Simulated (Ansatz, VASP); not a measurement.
## ZrMo2C2 in VASP and in Ansatz

```
Zr Mo C
1.0
     3.63224    0.00000    0.00000
     0.00000    3.63224    0.00000
     0.00000    0.00000    4.60893
Zr Mo C
1 2 2
Direct
  0.00000 0.00000 0.00000
  0.50000 0.00000 0.50000
  0.00000 0.50000 0.50000
  0.50000 0.50000 0.83645
  0.50000 0.50000 0.16355
```

Alike in both runs: functional PBE; k mesh 4 × 4 × 4; occupations gaussian, width 0.1 eV; no spin polarisation.

Ansatz relaxed the structure, and its values are those at the end. VASP's run is a single point on that final structure, the one shown.

|  | VASP | Ansatz |
| --- | --- | --- |
| version | VASP 6.6.1 | Ansatz 0.2.0 |
| potentials or method | VASP PAW PBE potentials, release 64 (Zr_sv, Mo_sv, C) | scalar-relativistic, plane waves, PAW |
| plane-wave cutoff (eV) | 520 | 420 |
| valence electrons in the cell | 48 | 48 |

```csv
,VASP,Ansatz,Ansatz less VASP
gap on the k mesh at the Fermi level (eV),none,none,-
pressure (GPa),0.4,-0.1,-0.47
rms of the force components (eV/Å),0.021,0.013,-0.0079
```

A gap of «none» marks a metal or a gap that the smearing closes.

Caveats: the k mesh is coarse (spacing up to 0.43 Å⁻¹), so the values aren't converged.
